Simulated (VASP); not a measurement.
# NiF (F-43m) in VASP: reference runs

Reference runs on NiF: the cell as given.

Program: VASP 6.6.1. These are calculated values, not measurements. Logs are shortened: lines on timing, memory, paths and dates and some standing lists are left out, and cuts for length are marked.

## 1. Starting point

It takes space group F-43m (No. 216, cubic). The conventional cell has a = 4.670 Å, b = 4.670 Å, c = 4.670 Å, α = 90.00°, β = 90.00°, γ = 90.00°. Ni (site symmetry -43m) has 4 F at 2.02 Å as nearest neighbours. F (site symmetry -43m) is surrounded by 4 Ni at 2.02 Å.

The cell was built by a generator and needn't be a form met in nature.

## 2. Single point, PBE, collinear spin, ferromagnetic start

Contents of INCAR:

```
SYSTEM = NiF
PREC     = Accurate       ! precision mode
ENCUT    = 520            ! plane-wave cutoff, eV
EDIFF    = 1E-7           ! SCF threshold, eV
ISMEAR   = -1             ! smearing method
SIGMA    = 0.05           ! smearing width, eV
LREAL    = .FALSE.        ! projectors in reciprocal space
LASPH    = .TRUE.         ! aspherical terms in the spheres
NELM     = 150            ! most SCF steps
ALGO     = Normal         ! electronic algorithm
ISIF     = 2              ! what is computed and relaxed
LWAVE    = .FALSE.        ! write WAVECAR
LCHARG   = .TRUE.         ! write CHGCAR
ISPIN    = 2              ! spin polarisation
MAGMOM   = 1 0            ! initial moments
LORBIT   = 11             ! projections on sites
LMAXMIX  = 4              ! l up to which the mixer works
GGA      = PE             ! functional
LELF     = .TRUE.         ! ELF
LVHAR    = .TRUE.       
NBANDS   = 20             ! bands
```

Contents of KPOINTS:

```
Automatic mesh
0
G
  10 10 10
  0 0 0
```

Contents of POSCAR:

```
NiF
1.0
    0.0000000000      2.3348415800      2.3348415800
    2.3348415800      0.0000000000      2.3348415800
    2.3348415800      2.3348415800      0.0000000000
Ni F
1 1
Direct
    0.0000000000      0.0000000000      0.0000000000
    0.7500000000      0.7500000000      0.7500000000
```

Potentials or basis: VASP PAW PBE potentials, release 64 (Ni, F).

On the command line:

```sh
cat potpaw_PBE.64/Ni/POTCAR potpaw_PBE.64/F/POTCAR > POTCAR
mpirun -np 1 vasp_std > vasp.out
```

OUTCAR:

```text
SYSTEM = NiF
   PREC = Accurate
   ENCUT = 520
   EDIFF = 1E-7
   ISMEAR = -1
   LREAL = .FALSE.
   LASPH = .TRUE.
   NELM = 150
   ISIF = 2
   ISPIN = 2
   LORBIT = 11
   GGA = PE

 ion  position               nearest neighbor table
   1  0.000  0.000  0.000-   2 2.02   2 2.02   2 2.02   2 2.02
   2  0.750  0.750  0.750-   1 2.02   1 2.02   1 2.02   1 2.02

  LATTYP: Found a face centered cubic cell.
 ALAT       =     4.6696831600

  Lattice vectors:

 A1 = (   0.0000000000,   2.3348415800,   2.3348415800)
 A2 = (   2.3348415800,   0.0000000000,   2.3348415800)
 A3 = (   2.3348415800,   2.3348415800,   0.0000000000)

Analysis of symmetry for initial positions (statically):
=====================================================================
 Subroutine PRICEL returns:
 Original cell was already a primitive cell.

 Routine SETGRP: Setting up the symmetry group for a
 face centered cubic supercell.

 Subroutine GETGRP returns: Found 24 space group operations
 (whereof 24 operations were pure point group operations)
 out of a pool of 48 trial point group operations.

The static configuration has the point symmetry T_d .

Analysis of symmetry for dynamics (positions and initial velocities):
=====================================================================
 Subroutine PRICEL returns:
 Original cell was already a primitive cell.

 Routine SETGRP: Setting up the symmetry group for a
 face centered cubic supercell.

 Subroutine GETGRP returns: Found 24 space group operations
 (whereof 24 operations were pure point group operations)
 out of a pool of 48 trial point group operations.

The dynamic configuration has the point symmetry T_d .

Analysis of structural, dynamic, and magnetic symmetry:
=====================================================================
 Subroutine PRICEL returns:
 Original cell was already a primitive cell.

 Routine SETGRP: Setting up the symmetry group for a
 face centered cubic supercell.

 Subroutine GETGRP returns: Found 24 space group operations
 (whereof 24 operations were pure point group operations)
 out of a pool of 48 trial point group operations.

The overall configuration has the point symmetry T_d .

 Subroutine INISYM returns: Found 24 space group operations
 (whereof 24 operations are pure point group operations),
 and found     1 'primitive' translations

----------------------------------------------------------------------------------------

                                     Primitive cell

  volume of cell :      25.4567

  direct lattice vectors                    reciprocal lattice vectors
     0.000000000  2.334841580  2.334841580    -0.214147291  0.214147291  0.214147291
     2.334841580  0.000000000  2.334841580     0.214147291 -0.214147291  0.214147291
     2.334841580  2.334841580  0.000000000     0.214147291  0.214147291 -0.214147291

  length of vectors
     3.301964628  3.301964628  3.301964628     0.370913989  0.370913989  0.370913989

  position of ions in fractional coordinates (direct lattice)
     0.000000000  0.000000000  0.000000000
     0.750000000  0.750000000  0.750000000

  ion indices of the primitive-cell ions
   primitive index   ion index
                 1           1
                 2           2

----------------------------------------------------------------------------------------

 KPOINTS: Automatic mesh

Automatic generation of k-mesh.
 Grid dimensions read from file:
 generate k-points for:   10   10   10

 Generating k-lattice:

  Cartesian coordinates                     Fractional coordinates (reciprocal lattice)
    -0.021414729  0.021414729  0.021414729     0.100000000  0.000000000  0.000000000
     0.021414729 -0.021414729  0.021414729     0.000000000  0.100000000  0.000000000
     0.021414729  0.021414729 -0.021414729     0.000000000  0.000000000  0.100000000

  Length of vectors
     0.037091399  0.037091399  0.037091399

  Shift w.r.t. Gamma in fractional coordinates (k-lattice)
     0.000000000  0.000000000  0.000000000

 Subroutine IBZKPT returns following result:
 ===========================================

 Found     47 irreducible k-points:

 Following reciprocal coordinates:
            Coordinates               Weight
  0.000000  0.000000  0.000000      1.000000
  0.100000  0.000000  0.000000      8.000000
  0.200000  0.000000  0.000000      8.000000
  0.300000  0.000000  0.000000      8.000000
  0.400000  0.000000  0.000000      8.000000
  0.500000  0.000000  0.000000      4.000000
[... 16 lines left out ...]
  0.300000  0.300000  0.000000      6.000000
  0.400000  0.300000  0.000000     24.000000
 [... further k-points ...]
   k-points           NKPTS =     47   k-points in BZ     NKDIM =     47   number of bands    NBANDS=     20
   number of dos      NEDOS =    301   number of ions     NIONS =      2
   total plane-waves  NPLWV =  21952
   dimension x,y,z NGX =    28 NGY =   28 NGZ =   28
   dimension x,y,z NGXF=    56 NGYF=   56 NGZF=   56
   ions per type =               1   1
   NGX,Y,Z   is equivalent  to a cutoff of  14.10, 14.10, 14.10 a.u.
   NGXF,Y,Z  is equivalent  to a cutoff of  28.19, 28.19, 28.19 a.u.
 SYSTEM =  NiF
   PREC   = accura    normal or accurate (medium, high low for compatibility)
   ISTART =      0    job   : 0-new  1-cont  2-samecut
   ICHARG =      2    charge: 1-file 2-atom 10-const
   ISPIN  =      2    spin polarized calculation?
   LNONCOLLINEAR =      F non collinear calculations
   LSORBIT =      F    spin-orbit coupling
   LASPH  =      T    aspherical Exc in radial PAW
   ENCUT  =  520.0 eV  38.22 Ry    6.18 a.u.   6.14  6.14  6.14*2*pi/ulx,y,z
   NELM   =    150;   NELMIN=  2; NELMDL= -5     # of ELM steps
   EDIFF  = 0.1E-06   stopping-criterion for ELM
   LREAL  =      F    real-space projection
   EDIFFG = 0.1E-05   stopping-criterion for IOM
   NSW    =      0    number of steps for IOM
   IBRION =     -1    ionic relax: 0-MD 1-quasi-New 2-CG
   NFREE  =      0    steps in history (QN), initial steepest desc. (CG)
   ISIF   =      2    stress and relaxation
   ISYM   =      2    0-nonsym 1-usesym 2-fastsym
   POTIM  = 0.5000    time-step for ionic-motion
   TEBEG  =    0.0;   TEEND  =   0.0 temperature during run
   PSTRESS=    0.0 pullay stress
   NELECT =      17.0000    total number of electrons
   NUPDOWN=      -1.0000    fix difference up-down
   EMIN   =  10.00;   EMAX   =-10.00  energy-range for DOS
   EFERMI =   0.00;   METHOD = LEGACY
   ISMEAR =    -1;   SIGMA  =   0.05  broadening in eV -4-tet -1-fermi 0-gaus
   EFERMI_NEDOS =   21; number of points for ismear=-14 and -15
   IALGO  =     38    algorithm
   IMIX   =      4    mixing-type and parameters
     AMIX     =   0.40;   BMIX     =  1.00
     AMIX_MAG =   1.60;   BMIX_MAG =  1.00
  volume/ion in A,a.u.               =      12.73        85.90
  Fermi-wavevector in a.u.,A,eV,Ry     =   1.430948  2.704099 27.859438  2.047611
  Thomas-Fermi vector in A             =   2.550737
   LORBIT       =     11    0 simple, 1 ext, 2 COOP (PROOUT), +10 PAW based schemes
   GGA     = PE    functional components
   LHFCALC =     F    Hartree Fock is set to
   AEXX    =    0.0000 exact exchange contribution
   IVDW    =     0    specifies the selected vdW correction
   LEPSILON=     F    determine dielectric tensor
   LRPA    =     F    only Hartree local field effects (RPA)
 spin polarized calculation
  energy-cutoff  :      520.00
  volume of cell :       25.46
 maximum number of plane-waves:       701
 NGX is ok and might be reduce to    28
   NGX = 13   NGY = 13   NGZ = 13

 number of electron      17.0000004 magnetization       1.1622768

 Free energy of the ion-electron system (eV)
  ---------------------------------------------------
  ext. energy  EPLUGINS =         0.00000000
  ---------------------------------------------------
  free energy    TOTEN  =        -8.16302165 eV

  energy without entropy =       -8.12385913  energy(sigma->0) =       -8.14344039

 E-fermi :   5.0375     XC(G=0): -10.5052

 val. band max:        5.0322590223   @ k =   0.4000   0.3000   0.0000
 cond. band min:       5.0391937897   @ k =  -0.4000   0.3000   0.0000
 fundamental gap:      0.0069347674
 Fermi energy:         5.0374540811

 spin component 1

 k-point     1 :       0.0000    0.0000    0.0000
  band No.  band energies     occupation
      1     -21.0067      1.00000
      2      -2.6311      1.00000
      3      -2.6311      1.00000
      4      -2.6311      1.00000
      5       2.8581      1.00000
      6       3.3335      1.00000
[... 12 lines left out ...]
     19      26.4272      0.00000
     20      27.1589      0.00000

 k-point     2 :       0.1000    0.0000    0.0000
  band No.  band energies     occupation
      1     -20.9872      1.00000
      2      -2.7720      1.00000
      3      -2.6209      1.00000
      4      -2.6209      1.00000
      5       3.1953      1.00000
      6       3.3105      1.00000
[... 12 lines left out ...]
     19      27.0911      0.00000
     20      28.4800      0.00000
[... 465 lines left out ...]
      3      -2.5683      1.00000
      4      -2.5683      1.00000
      5       2.7769      1.00000
      6       3.4972      1.00000
[... 12 lines left out ...]
     19      31.0526      0.00000
     20      32.0713      0.00000

 k-point    24 :       0.4000    0.3000    0.0000
  band No.  band energies     occupation
      1     -20.7934      1.00000
      2      -3.4720      1.00000
      3      -2.5922      1.00000
      4      -2.5481      1.00000
      5       2.7053      1.00000
      6       3.4038      1.00000
[... 12 lines left out ...]
     19      31.7228      0.00000
     20      32.5132      0.00000

 [... further k-points ...]

 spin component 2

 k-point     1 :       0.0000    0.0000    0.0000
  band No.  band energies     occupation
      1     -20.8714      1.00000
      2      -2.3785      1.00000
      3      -2.3785      1.00000
      4      -2.3785      1.00000
      5       2.8357      1.00000
      6       4.0452      1.00000
[... 12 lines left out ...]
     19      26.4982      0.00000
     20      26.9424      0.00000

 k-point     2 :       0.1000    0.0000    0.0000
  band No.  band energies     occupation
      1     -20.8515      1.00000
      2      -2.5412      1.00000
      3      -2.3721      1.00000
      4      -2.3721      1.00000
      5       3.2110      1.00000
      6       4.0341      1.00000
[... 12 lines left out ...]
     19      27.1599      0.00000
     20      28.2785      0.00000
[... 465 lines left out ...]
      3      -2.3718      1.00000
      4      -2.3718      1.00000
      5       3.6773      1.00000
      6       4.2238      1.00000
[... 12 lines left out ...]
     19      30.9296      0.00000
     20      32.2226      0.00000

 k-point    24 :       0.4000    0.3000    0.0000
  band No.  band energies     occupation
      1     -20.6532      1.00000
      2      -3.3280      1.00000
      3      -2.4124      1.00000
      4      -2.3633      1.00000
      5       3.6652      1.00000
      6       4.2534      1.00000
[... 12 lines left out ...]
     19      31.8510      0.00000
     20      32.5105      0.00000

 [... further k-points ...]
[... 5 lines left out ...]
  --------------------------------------------------------------------------------------
  -------------------------------------------------------------------------------------
  Total        1.1632487      1.1632487      1.1632487      0.0000000      0.0000000      0.0000000
  in kB       73.2117711     73.2117711     73.2117711      0.0000000      0.0000000      0.0000000
  external PRESSURE =      73.2117711 kB  Pullay stress =       0.0000000 kB

 VOLUME and BASIS-vectors are now :
 -----------------------------------------------------------------------------
  energy-cutoff  :      520.00
  volume of cell :       25.46
      direct lattice vectors                 reciprocal lattice vectors
     0.000000000  2.334841580  2.334841580    -0.214147291  0.214147291  0.214147291
     2.334841580  0.000000000  2.334841580     0.214147291 -0.214147291  0.214147291
     2.334841580  2.334841580  0.000000000     0.214147291  0.214147291 -0.214147291

 POSITION                                       TOTAL-FORCE (eV/Angst)
 -----------------------------------------------------------------------------------
      0.00000      0.00000      0.00000         0.000000      0.000000      0.000000
      3.50226      3.50226      3.50226        -0.000000     -0.000000     -0.000000
 -----------------------------------------------------------------------------------
    total drift:                                0.000000      0.000000      0.000000

  FREE ENERGIE OF THE ION-ELECTRON SYSTEM (eV)
  ---------------------------------------------------
  free  energy   TOTEN  =        -8.1630216541 eV

  energy  without entropy=       -8.1238591260  energy(sigma->0) =       -8.14344039

 total charge

# of ion       s       p       d       tot
------------------------------------------
    1        0.259   0.274   8.412   8.944
    2        1.747   4.324   0.000   6.071
--------------------------------------------------
tot          2.006   4.598   8.412  15.015

 magnetization (x)

# of ion       s       p       d       tot
------------------------------------------
    1       -0.002  -0.002   1.134   1.130
    2        0.000   0.074   0.000   0.074
--------------------------------------------------
tot         -0.002   0.073   1.134   1.205
```

Run time: 58 s. Hardware: 1 thread of Intel Xeon Platinum 8488C (Sapphire Rapids), shared host; peak memory 0.19 GiB.

Results:

```yaml
Free_energy: -8.1630 eV
Pressure: 7.3 GPa
Band_gap_on_the_k_mesh: none (metal or under the smearing width)
Net_moment: 1.16 μB per cell
Site_moments: Ni +1.13; F +0.07 μB
Valence_electrons_inside_the_program's_atomic_spheres: Ni 8.94; F 6.07
```

Caveat: a cell with one magnetic atom can't hold antiferromagnetic order, which such compounds often take; semilocal functionals often make such compounds metallic where correlation or magnetic order opens a gap, which also shifts bond lengths. With open d or f shells a metallic result of PBE can be an artefact of self-interaction; +U or a hybrid may open a gap.
